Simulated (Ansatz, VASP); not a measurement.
# Cross-check of Sc between VASP and Ansatz, part 2 of 2

One calculation is typed for both programs; each brings its own data sets. How far apart do they land? Of the first pair: The structure shown is the end of the Ansatz relaxation below.

VASP 6.6.1 and Ansatz 0.2.0.

So far. Step 6 (VASP: single point, LDA, pair 2): The run ends at a pressure of -1.12 GPa.

### 8. Ansatz: zone-centre phonons, LDA

Level of this step: Ansatz beside VASP: Kohn-Sham DFT, plane waves, LDA (Ansatz).

Second derivatives magnify differences that forces hide, and they need a tight electronic threshold. The cell compared in this pair holds 42.69 Å³, against 46.02 Å³ for the pair before.

The cell is taken from a series of runs on this material, whose earlier steps may have relaxed, scaled, displaced or heated it; both programs get it as it stands.

input.yaml reads:

```yaml
crystal:
  lattice:
    - [3.1012309309, 0.0, 0.0]
    - [-1.5506154655, 2.6857447692, 0.0]
    - [0.0, 0.0, 5.1255146491]
  atoms:
    - { symbol: Sc, position: [0.3333333333, 0.6666666667, 0.25] }
    - { symbol: Sc, position: [0.6666666667, 0.3333333333, 0.75] }
kpoints:
  mp_grid: { grid: [15, 15, 8] }
hamiltonian:
  xc: lda
  pseudopotentials: { kind: paw, azcp: { folder: soft_1 }, xc_functional: pbe }
scf:
  occupations: { method: methfessel_paxton, width: 0.2 }
output:
  eigenvalues: true
phonons:
  method: dfpt
```

The run is started by

```console
$ ansatz run input.yaml --threads 4 --pin off --max-ram 10240MiB --backend cpu --events-out ev --progress --plain --runs-dir out
```

Numbers of over 12 decimals in the logs are rounded to 6 here.

Output:

```text
zone centre: on kpoints.mp_grid the ground state, and the responses unless they are solved on pairs of k-points, stand on 320 of the mesh's 1800 k-points, reduced under 4 symmetry operations, with k and −k counted as one. Each operation leaves every solved displacement unchanged or reverses it
[...]
Crystal: 2 atoms, lattice volume = 42.691 Å³
[...]
k mesh reduced under 4 symmetry operations, with k and −k counted as one. Each operation leaves every solved displacement unchanged or reverses it
  ASR residual: 4.064e-5 → 0.000e0 eV/Å²; symmetrization residual: 1.944e-10 eV/Å²
  ASR residual per site (eV/Å²): 4.06e-5 4.06e-5
  Γ frequencies (cm⁻¹): 0.00 0.00 0.00 121.28 121.28 212.80
  non-analytic LO–TO correction: not included (Born effective charges unavailable; polar crystals: no LO–TO splitting at Γ)
[key lines of the parts left out:]
SCF converged after 8 iterations
Free energy (F): -4177.966587 eV
Fermi energy:    10.583438 eV
```

### 9. VASP: zone-centre phonons, LDA

The same cell, functional (in two slightly different forms), mesh and smearing now go to VASP, with its own data sets.

INCAR reads:

```
SYSTEM = Sc
PREC = Accurate
ENCUT = 500
EDIFF = 1E-08
NELM = 120
ISMEAR = 1
SIGMA = 0.2
LREAL = .FALSE.
ALGO = Normal
GGA = CA
NBANDS = 17
LASPH = .TRUE.
LORBIT = 11
LWAVE = .FALSE.
LCHARG = .FALSE.
ISIF = 2
IBRION = 8
GGA_COMPAT = .FALSE.
KPAR = 2
```

POSCAR reads:

```
Sc
1.0
    3.1012309309      0.0000000000      0.0000000000
   -1.5506154655      2.6857447692      0.0000000000
    0.0000000000      0.0000000000      5.1255146491
Sc
2
Direct
    0.3333333333      0.6666666667      0.2500000000
    0.6666666667      0.3333333333      0.7500000000
```

KPOINTS reads:

```
Automatic mesh
0
Gamma
15 15 8
0 0 0
```

PAW data sets: Sc_sv (LDA family, release 64).

The run is started by

```console
$ mpirun -np 2 vasp_std
```

Output:

```text
[... set-up lines as in an earlier step ...]
 entering main loop
       N       E                     dE             d eps       ncg     rms          rms(c)
DAV:   1     0.351980781981E+03    0.35198E+03   -0.10777E+04  4630   0.141E+03
DAV:   2     0.446863887581E+01   -0.34751E+03   -0.34139E+03  5862   0.595E+02
DAV:   3    -0.143162465761E+02   -0.18785E+02   -0.18114E+02  7593   0.176E+02
DAV:   4    -0.145886010851E+02   -0.27235E+00   -0.27114E+00  6740   0.192E+01
[...]
DAV:  12    -0.133850815862E+02   -0.25861E-08   -0.12312E-07  7275   0.389E-03    0.631E-04
DAV:  13    -0.133850815708E+02    0.15321E-07   -0.10077E-08  4091   0.104E-03    0.813E-05
DAV:  14    -0.133850815704E+02    0.40336E-09   -0.14071E-09  3603   0.890E-04
   1 F= -.13385082E+02 E0= -.13383151E+02  d E =-.579212E-02
 Linear response reoptimize wavefunctions to high precision
DAV:   1    -0.133850815706E+02   -0.19645E-09   -0.58743E-10  3575   0.461E-04
DAV:   2    -0.133850815707E+02   -0.33197E-10   -0.26292E-10  3392   0.386E-04
 Linear response DOF=           2
 Linear response progress:
[...]
RMM:  21    -0.714060002970E+00   -0.54462E-08   -0.36686E-07 46135   0.726E-03    0.503E-06
RMM:  22    -0.714060012336E+00   -0.93660E-08   -0.29480E-07 47134   0.726E-03    0.471E-06
RMM:  23    -0.714060010209E+00    0.21274E-08   -0.26500E-07 47133   0.726E-03    0.470E-06
 first order change of Fermi-energy   0.13447E-04
 force on displaced ion       1 direction 1 :  -1.226   0.000   0.000
 Linear response progress:
  Degree of freedom:   2/  2
       N       E                     dE             d eps       ncg     rms          rms(c)
RMM:   1    -0.799320411850E+00   -0.79932E+00   -0.10184E+02  6621   0.297E+02
RMM:   2    -0.800295078644E+00   -0.97467E-03   -0.21532E-01 10572   0.555E+00    0.143E-01
RMM:   3    -0.803132951770E+00   -0.28379E-02   -0.80512E-03 11122   0.108E+00    0.463E-02
RMM:   4    -0.802328499509E+00    0.80445E-03   -0.14817E-03 13123   0.318E-01    0.212E-02
[...]
RMM:  19    -0.802045635130E+00    0.69638E-08   -0.50793E-07 15259   0.662E-03    0.415E-06
RMM:  20    -0.802045624237E+00    0.10894E-07   -0.43690E-07 15315   0.663E-03    0.413E-06
RMM:  21    -0.802045609345E+00    0.14891E-07   -0.30142E-07 15673   0.663E-03    0.438E-06
 first order change of Fermi-energy  -0.51180E-04
 force on displaced ion       1 direction 3 :   0.000  -0.000  -3.782
 Linear response finished
```

Parts of OUTCAR (step 9):

```text
  Total        1.4889475      1.4889475      0.0304923     -0.0000000      0.0000000      0.0000000
  in kB       55.8796447     55.8796447      1.1443631     -0.0000000      0.0000000      0.0000000
  external PRESSURE =      37.6345508 kB  Pullay stress =       0.0000000 kB

 POSITION                                       TOTAL-FORCE (eV/Angst)
 -----------------------------------------------------------------------------------
     -0.00000      1.79050      1.28138         0.000000      0.000000      0.000000
      1.55062      0.89525      3.84414        -0.000000      0.000000      0.000000
 -----------------------------------------------------------------------------------
    total drift:                               -0.000000      0.000000     -0.000000

[... 1 part as in an earlier step ...]

[... 1 further part left out ...]
```

### 10. Comparison

The two programs side by side:

```tsv
quantity	Ansatz	VASP	difference
optical mode 1 to 2 (cm⁻¹)	121.3	121.8	-0.43 %
optical mode 3 (cm⁻¹)	212.8	213.9	-0.52 %
```

Modes are paired by rising frequency, not by their patterns, so a pair may set unlike modes beside each other; they are those without the splitting of longitudinal modes.

### 11. Outcome

```
difference in pressure (single point, LDA, pair 1)                                                                : -0.066 GPa
difference in pressure (single point, LDA, pair 2)                                                                : -0.062 GPa
r.m.s. difference of the optical zone-centre modes, each program's sorted by frequency (zone-centre phonons, LDA) : 0.77 cm⁻¹
difference in optical mode 3 (zone-centre phonons, LDA)                                                           : -0.5 %
```

In words: The difference in pressure is -0.066 GPa (single point, LDA, pair 1), within the 1 GPa picked in this series as the mark of a large difference. Among the rows given in per cent, the largest difference of the zone-centre phonons, LDA pair is in optical mode 3, -0.5 %. How closely two codes agree says nothing of how well the functional describes the real material.

[Lines on the potential files, build, host, timing and source positions are cut from VASP's logs without a mark.]

[Logs are printed without paths, hosts, clocks, repeated set-up lines and the standing remarks that a program may print on its own settings, such as how far it seeks lower states.]

[Hosts, paths, dates, database ids (printed as entryN), source tags and the programs' standing remarks are cut or masked in the printed files.]
